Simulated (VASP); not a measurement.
These are PBEsol GGA with spin-orbit coupling, VASP's PBE PAW potentials (set 64) (plane waves; VASP) values and carry that method's errors.

VASP ran on this input.

### KPOINTS_OPT
```
k-points along high-symmetry lines
5
Line-mode
Reciprocal
  0.000000   0.000000   0.000000 ! GAMMA
  0.000000   0.500000   0.000000 ! M

  0.000000   0.500000   0.000000 ! M
 -0.333333   0.666667   0.000000 ! K

 -0.333333   0.666667   0.000000 ! K
  0.000000   0.000000   0.000000 ! GAMMA

  0.000000   0.000000   0.000000 ! GAMMA
  0.000000   0.000000   0.500000 ! A

  0.000000   0.000000   0.500000 ! A
  0.000000   0.500000   0.500000 ! L

  0.000000   0.500000   0.500000 ! L
 -0.333333   0.666667   0.500000 ! H

 -0.333333   0.666667   0.500000 ! H
  0.000000   0.000000   0.500000 ! A

  0.000000   0.500000   0.500000 ! L
  0.000000   0.500000   0.000000 ! M

 -0.333333   0.666667   0.500000 ! H
 -0.333333   0.666667   0.000000 ! K
```

KPOINTS:
```
kpoints
0
Gamma
 6 6 3
0 0 0
```

**INCAR**
```
SYSTEM = CdS
PREC = Accurate
ENCUT = 400
EDIFF = 1E-6
NELM = 100
ALGO = Normal
LREAL = .FALSE.
LASPH = .TRUE.
ISMEAR = 0
SIGMA = 0.05
GGA = PS
LMAXMIX = 4
LWAVE = .FALSE.
LCHARG = .FALSE.
LSORBIT = .TRUE.
MAGMOM = 0 0 0 0 0 0 0 0 0 0 0 0
GGA_COMPAT = .FALSE.
```

### POSCAR
```
CdS
1
    2.0629527340    -3.5731387790     0.0000000000
    2.0629527340     3.5731387790    -0.0000000000
    0.0000000000     0.0000000000     6.7034207672
Cd S
2 2
Direct
  0.6666670000   0.3333330000   0.5000177328
  0.3333330000   0.6666670000   0.0000177328
  0.6666670000   0.3333330000   0.8769822672
  0.3333330000   0.6666670000   0.3769822672
```

POTCAR, in this order: Cd S (PBE.64 set). Program: vasp_ncl.

Output of the run:

OSZICAR:
```
       N       E                     dE             d eps       ncg     rms          rms(c)
DAV:   1     0.226174833494E+03    0.22617E+03   -0.15395E+04  1872   0.123E+03
DAV:   2    -0.581484626893E+00   -0.22676E+03   -0.22178E+03  2104   0.339E+02
DAV:   3    -0.144915543829E+02   -0.13910E+02   -0.13846E+02  2136   0.831E+01
DAV:   4    -0.146799495724E+02   -0.18840E+00   -0.18807E+00  2148   0.938E+00
DAV:   5    -0.146833437958E+02   -0.33942E-02   -0.33934E-02  2100   0.123E+00    0.118E+01
DAV:   6    -0.137099615097E+02    0.97338E+00   -0.23187E+00  2276   0.179E+01    0.907E+00
DAV:   7    -0.136975588614E+02    0.12403E-01   -0.90725E-01  2032   0.578E+00    0.396E+00
DAV:   8    -0.136863161249E+02    0.11243E-01   -0.13566E-01  2088   0.405E+00    0.112E+00
DAV:   9    -0.136852981729E+02    0.10180E-02   -0.87087E-03  2012   0.111E+00    0.309E-01
DAV:  10    -0.136851636840E+02    0.13449E-03   -0.44587E-03  2172   0.722E-01    0.109E-01
DAV:  11    -0.136852501382E+02   -0.86454E-04   -0.11174E-03  2068   0.382E-01    0.858E-02
DAV:  12    -0.136852649248E+02   -0.14787E-04   -0.82097E-05  2044   0.632E-02    0.331E-02
DAV:  13    -0.136852582020E+02    0.67228E-05   -0.34396E-05  2208   0.393E-02    0.163E-02
DAV:  14    -0.136852586384E+02   -0.43642E-06   -0.42582E-06  1984   0.165E-02
   1 F= -.13685259E+02 E0= -.13685259E+02  d E =-.426780E-12  mag=    -0.0000     0.0000    -0.0000
       N       E                     dE             ncg
       N       E                     dE             ncg
       N       E                     dE             ncg
```

**OUTCAR**
```
------------------------ aborting loop because EDIFF is reached ----------------------------------------
  FORCE on cell =-STRESS in cart. coord.  units (eV):
  Direction    XX          YY          ZZ          XY          YZ          ZX
  --------------------------------------------------------------------------------------
  Total       -0.0291157     -0.0291157     -0.0018161      0.0000000      0.0000000      0.0000000
  in kB       -0.4720334     -0.4720333     -0.0294437      0.0000000      0.0000000      0.0000000
  external PRESSURE =      -0.3245035 kB  Pullay stress =       0.0000000 kB
  volume of cell :       98.82
      direct lattice vectors                 reciprocal lattice vectors
     2.062952734 -3.573138779  0.000000000     0.242371040 -0.139932992  0.000000000
     2.062952734  3.573138779  0.000000000     0.242371040  0.139932992  0.000000000
     0.000000000  0.000000000  6.703420767     0.000000000  0.000000000  0.149177567
  FREE ENERGIE OF THE ION-ELECTRON SYSTEM (eV)
  ---------------------------------------------------
  free  energy   TOTEN  =       -13.6852586384 eV

  energy  without entropy=      -13.6852586384  energy(sigma->0) =      -13.68525864

 Ion:    1  E_soc:     -0.0575681

 Ion:    2  E_soc:     -0.0575681

 Ion:    3  E_soc:     -0.0021134

 Ion:    4  E_soc:     -0.0021134
```
(Selected blocks of OUTCAR.)

The compound is CdS in the wurtzite structure. It was relaxed first.
